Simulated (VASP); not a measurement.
Given:

```xyz
3
Lattice="0.0000 3.1058 3.0679 3.1676 0.0000 3.0679 3.1676 3.1058 0.0000" Properties=species:S:1:pos:R:3 pbc="T T T"
Ba     0.0000     0.0000     0.0000
F      1.5838     1.5529     1.5340
F      4.7926     4.6587     4.6019
```

Calculation: PBE GGA, VASP's PBE PAW potentials (set 64) (plane waves; VASP 6.6.1). Settings: 520 eV cut-off, 6×6×6 Γ-centred mesh, second-order Methfessel-Paxton smearing of 0.020 eV, potentials Ba_sv F.

Question: Which forces act on the atoms, in eV/Å?

Answer: 
```csv
atom,Fx,Fy,Fz
Ba1,0.076,0.000,0.000
F2,0.044,0.000,0.000
F3,-0.120,0.000,0.000
```

Question: Give the stress tensor in GPa (positive for a compressed cell).

Answer: 
```
0.71  0.00  0.00
0.00  1.69  0.32
0.00  0.32  2.26
```
The pressure is its mean diagonal, 1.55 GPa.

The compound is BaF2 in the fluorite structure. The cell was not relaxed at this level, atoms are displaced from their ideal sites. The run is one of a series of settings (ISMEAR = 2, SIGMA = 0.02 against the base run), some of them coarse on purpose.
